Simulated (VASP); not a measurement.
Na3AlO3:

```
CELL_PARAMETERS angstrom
2.94308 -6.38980 0.00000
2.94308 6.38980 0.00000
-1.41556 0.00000 5.33918
ATOMIC_POSITIONS crystal
Na 0.75981 0.24019 0.50000
Na 0.24019 0.75981 0.50000
Na 0.23357 0.23357 0.47075
Na 0.76643 0.76643 0.52924
Na 0.66678 0.33322 0.00000
Na 0.33322 0.66678 0.00000
Al 0.09974 0.90026 0.00000
Al 0.90026 0.09974 0.00000
O 0.95992 0.62654 0.76605
O 0.37346 0.04008 0.23395
O 0.85677 0.85677 0.15123
O 0.62654 0.95992 0.76605
O 0.04008 0.37346 0.23395
O 0.14323 0.14323 0.84877
```

The cell was built by a generator and needn't be a form met in nature.

Base run:

- Program: VASP 6.6.1
- Functional: PBE
- Potentials or basis: VASP PAW PBE potentials, release 64 (Na_pv, Al, O)
- Cutoff: 520 eV
- k mesh: 6 × 6 × 6
- Occupations: gaussian, width 0.03 eV
- Spin: no spin polarisation

Its results: band gap on the k mesh 2.51 eV, indirect (least direct gap 2.54 eV).

Task: The run is repeated on the same cell with these changes: functional from PBE to PBEsol. What comes out?

Result: Band gap on the k mesh 2.46 eV, indirect (least direct gap 2.49 eV).
